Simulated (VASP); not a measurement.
Si (diamond) relaxed at rising pressure, in one space group throughout; other phases were not tried. The pressures are those reached. Calculation: LDA (Ceperley-Alder, Perdew-Zunger), VASP's LDA PAW potentials (set 64) (plane waves; VASP).

```
P (GPa)  V (Å³/atom)    k-mesh
-------  -----------  --------
0.00          19.715     8×8×8
4.95          18.820     9×9×9
9.95          18.093     9×9×9
19.97         16.953     9×9×9
29.99         16.078  12×12×12
```

A change of mesh leaves a small step in the series.

Task: Fit an equation of state and predict the volume at 44.90 GPa.

Result: Least squares on the third-order Birch-Murnaghan form, P = (3B0/2)(y⁷ − y⁵)[1 + (3/4)(B′ − 4)(y² − 1)] with y = (V0/V)^(1/3), gives V0 = 19.712 Å³/atom, B0 = 98 GPa and B′ = 4.0, and so 15.078 Å³/atom. The run gave 15.065 Å³/atom, -0.1 % from the fit.

Pressures at which the relaxation failed are left out.

The compound is Si in the diamond structure.
